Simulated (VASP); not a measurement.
Output of a VASP run:

File OUTCAR:
```
 ion  position               nearest neighbor table
   1  0.000  0.273  0.667-   2 2.46   3 2.46
   2  0.727  0.727  0.000-   3 2.46   1 2.46
   3  0.273  0.000  0.333-   2 2.46   1 2.46
  LATTYP: Found a hexagonal cell.
 ALAT       =     3.7536633905
 C/A-ratio  =     1.3655608897
 Subroutine PRICEL returns:
 Original cell was already a primitive cell.
 Subroutine GETGRP returns: Found  6 space group operations
The static configuration has the point symmetry C_2 .
 The point group associated with its full space group is D_3 .
The dynamic configuration has the point symmetry C_2 .
 Subroutine INISYM returns: Found  6 space group operations
 Subroutine IBZKPT returns following result:
 Found     32 irreducible k-points:

 Following reciprocal coordinates:
            Coordinates               Weight
  0.000000  0.000000  0.000000      1.000000
  0.142857  0.000000  0.000000      6.000000
  0.285714  0.000000  0.000000      6.000000
  0.428571  0.000000  0.000000      6.000000
  0.142857  0.142857  0.000000      6.000000
  0.285714  0.142857  0.000000     12.000000
  0.428571  0.142857  0.000000      6.000000
  0.285714  0.285714  0.000000      6.000000
  0.000000  0.000000  0.200000      2.000000
  0.142857  0.000000  0.200000      6.000000
  0.000000  0.142857  0.200000      6.000000
  0.285714  0.000000  0.200000      6.000000
  0.000000  0.285714  0.200000      6.000000
  0.428571  0.000000  0.200000      6.000000
  0.000000  0.428571  0.200000      6.000000
  0.142857  0.142857  0.200000     12.000000
  0.285714  0.142857  0.200000     12.000000
 -0.142857  0.428571  0.200000     12.000000
  0.428571  0.142857  0.200000     12.000000
  0.285714  0.285714  0.200000     12.000000
  0.000000  0.000000  0.400000      2.000000
  0.142857  0.000000  0.400000      6.000000
  0.000000  0.142857  0.400000      6.000000
  0.285714  0.000000  0.400000      6.000000
  0.000000  0.285714  0.400000      6.000000
  0.428571  0.000000  0.400000      6.000000
  0.000000  0.428571  0.400000      6.000000
  0.142857  0.142857  0.400000     12.000000
  0.285714  0.142857  0.400000     12.000000
 -0.142857  0.428571  0.400000     12.000000
  0.428571  0.142857  0.400000     12.000000
  0.285714  0.285714  0.400000     12.000000
   k-points           NKPTS =     32   k-points in BZ     NKDIM =     32   number of bands    NBANDS=     13
   number of dos      NEDOS =    301   number of ions     NIONS =      3
   total plane-waves  NPLWV =  31360
   dimension x,y,z NGX =    28 NGY =   28 NGZ =   40
   dimension x,y,z NGXF=    56 NGYF=   56 NGZF=   80
   ions per type =               3
   PREC   = accura    normal or accurate (medium, high low for compatibility)
   ISTART =      0    job   : 0-new  1-cont  2-samecut
   ICHARG =      2    charge: 1-file 2-atom 10-const
   ISPIN  =      1    spin polarized calculation?
   LNONCOLLINEAR =      F non collinear calculations
   LSORBIT =      F    spin-orbit coupling
   INIWAV =      1    electr: 0-lowe 1-rand  2-diag
   ENCUT  =  500.0 eV  36.75 Ry    6.06 a.u.   6.84  6.84  9.35*2*pi/ulx,y,z
   NELM   =    100;   NELMIN=  2; NELMDL= -5     # of ELM steps
   EDIFF  = 0.1E-05   stopping-criterion for ELM
   LREAL  =      F    real-space projection
   NLSPLINE    = F    spline interpolate recip. space projectors
   LMAXMIX     =    4 max onsite mixed and CHGCAR
   VOSKOWN=      0    Vosko Wilk Nusair interpolation
   EDIFFG = -.2E-01   stopping-criterion for IOM
   NSW    =     40    number of steps for IOM
   NBLOCK =      1;   KBLOCK =     40    inner block; outer block
   IBRION =      2    ionic relax: 0-MD 1-quasi-New 2-CG
   NFREE  =      1    steps in history (QN), initial steepest desc. (CG)
   ISIF   =      3    stress and relaxation
   ISYM   =      2    0-nonsym 1-usesym 2-fastsym
   TEIN   =    0.0    initial temperature
   TEBEG  =    0.0;   TEEND  =   0.0 temperature during run
...
```

OSZICAR:
```
       N       E                     dE             d eps       ncg     rms          rms(c)
DAV:   1     0.788639623611E+02    0.78864E+02   -0.75316E+03   832   0.115E+03
DAV:   2    -0.731080265554E+01   -0.86175E+02   -0.82419E+02  1133   0.180E+02
DAV:   3    -0.124096031362E+02   -0.50988E+01   -0.50544E+01  1007   0.493E+01
DAV:   4    -0.124539586977E+02   -0.44356E-01   -0.44280E-01   927   0.529E+00
DAV:   5    -0.124543190860E+02   -0.36039E-03   -0.36036E-03   977   0.435E-01    0.847E+00
DAV:   6    -0.124073366735E+02    0.46982E-01   -0.24114E-02   897   0.110E+00    0.515E+00
DAV:   7    -0.123898955901E+02    0.17441E-01   -0.45130E-02   892   0.146E+00    0.165E-01
DAV:   8    -0.123891883551E+02    0.70723E-03   -0.63335E-03   847   0.580E-01    0.108E-01
DAV:   9    -0.123892059972E+02   -0.17642E-04   -0.18521E-04   972   0.104E-01    0.299E-02
DAV:  10    -0.123892009823E+02    0.50149E-05   -0.19104E-05   952   0.322E-02    0.540E-03
DAV:  11    -0.123892010954E+02   -0.11310E-06   -0.38934E-06   807   0.129E-02
   1 F= -.10437258E+02 E0= -.10437258E+02  d E =-.104373E+02
```

OUTCAR:
```
------------------------ aborting loop because EDIFF is reached ----------------------------------------
  FORCE on cell =-STRESS in cart. coord.  units (eV):
  Direction    XX          YY          ZZ          XY          YZ          ZX
  --------------------------------------------------------------------------------------
  Total        1.9265373      1.9265373      1.9725901      0.0000000     -0.0000000      0.0000000
  in kB       49.3492252     49.3492248     50.5288889      0.0000000     -0.0000000      0.0000000
  external PRESSURE =      -0.2575537 kB  Pullay stress =      50.0000000 kB
  volume of cell :       62.55
      direct lattice vectors                 reciprocal lattice vectors
     1.876831700 -3.250767850  0.000000000     0.266406412 -0.153809814  0.000000000
     1.876831700  3.250767850  0.000000000     0.266406412  0.153809814  0.000000000
     0.000000000  0.000000000  5.125855919     0.000000000  0.000000000  0.195089370
 POSITION                                       TOTAL-FORCE (eV/Angst)
 -----------------------------------------------------------------------------------
      0.51245      0.88759      3.41724         0.000654      0.001132      0.000000
      2.72877      0.00000      0.00000        -0.001308      0.000000      0.000000
      0.51245     -0.88759      1.70862         0.000654     -0.001132     -0.000000
 -----------------------------------------------------------------------------------
    total drift:                               -0.000250     -0.000441      0.000014
  FREE ENERGIE OF THE ION-ELECTRON SYSTEM (eV)
  ---------------------------------------------------
  free  energy   TOTEN  =       -12.3892010954 eV

  energy  without entropy=      -12.3892010954  energy(sigma->0) =      -12.38920110
  enthalpy is  TOTEN    =       -10.4372582434 eV   P V=        1.9519428520

 reached required accuracy - stopping structural energy minimisation
```
(Selected blocks of OUTCAR.)

### POSCAR
```
Se
1
    1.8768317005    -3.2507678504     0.0000000000
    1.8768317005     3.2507678504    -0.0000000000
    0.0000000000     0.0000000000     5.1258559193
Se
3
Direct
  1.0000000000   0.2730388806   0.6666670000
  0.7269611194   0.7269611194   0.0000000000
  0.2730388806   1.0000000000   0.3333330000
```

Q: Reconstruct the remaining input files.

A: Several could match; the one computed here: the input of the run itself, LDA (Ceperley-Alder, Perdew-Zunger), plane waves, VASP's LDA PAW potentials (set 64).

### KPOINTS
```
Automatic mesh
0
Gamma
7 7 5
0 0 0
```

### INCAR
```
# general
SYSTEM  = Se
PREC    = Accurate
ENCUT   = 500
LREAL   = .False.   # projection in real space or not
LASPH   = .True.

# electronic loop
EDIFF   = 1E-6
NELM    = 100   # most electronic steps
ALGO    = Normal
LMAXMIX = 4

# smearing
ISMEAR  = 0
SIGMA   = 0.05   # width (eV)

# ions
IBRION  = 2   # conjugate gradients
NSW     = 40
ISIF    = 3   # ions, shape and volume
EDIFFG  = -0.02
PSTRESS = 50   # kbar

# output
LWAVE   = .False.
LCHARG  = .False.
```

POTCAR, in this order: Se (LDA.64 set). Program: vasp_std.

The compound is Se in the trig structure. It was relaxed first under an external pressure of 5 GPa.
